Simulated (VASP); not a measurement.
Input of a VASP 6.6.1 run:

The input INCAR:

```
PREC = Accurate ; ENCUT = 600
EDIFF = 1E-7 ; ISMEAR = 1
SIGMA = 0.1 ; LREAL = F
LASPH = T ; NELM = 80
ALGO = Normal ; ISIF = 3
LWAVE = F ; LCHARG = F
GGA = PE ; IBRION = 2
NSW = 90 ; EDIFFG = -0.005
```

Contents of KPOINTS:

```
Automatic mesh
0
Gamma
  16 16 16
```

Contents of POSCAR:

```
Si2Mo                                   
1.0
   -1.6086395844      1.6086395844      3.9377631769
    1.6086395844     -1.6086395844      3.9377631769
    1.6086395844      1.6086395844     -3.9377631769
  Si              Mo            
     2     1
Direct
     0.3351327482687013    0.3351327482687013    0.0000000000000000
     0.6648672517312986    0.6648672517312986    0.0000000000000000
     1.0000000000000000    1.0000000000000000    1.0000000000000000
```

Potentials or basis: VASP PAW PBE potentials, release 64 (Si, Mo_sv).

Launch:

```bash
$ cat potpaw_PBE.64/Si/POTCAR potpaw_PBE.64/Mo_sv/POTCAR > POTCAR
$ mpirun -np 1 vasp_std > vasp.out
```

Q: Predict the band gap on the k mesh.

A: None (metal or under the smearing width).

Final structure:
```
Si Mo
1.0
    -1.60898    1.60898    3.93644
     1.60898   -1.60898    3.93644
     1.60898    1.60898   -3.93644
Si Mo
2 1
Direct
  0.33511 0.33511 0.00000
  0.66489 0.66489 0.00000
  0.00000 0.00000 0.00000
```
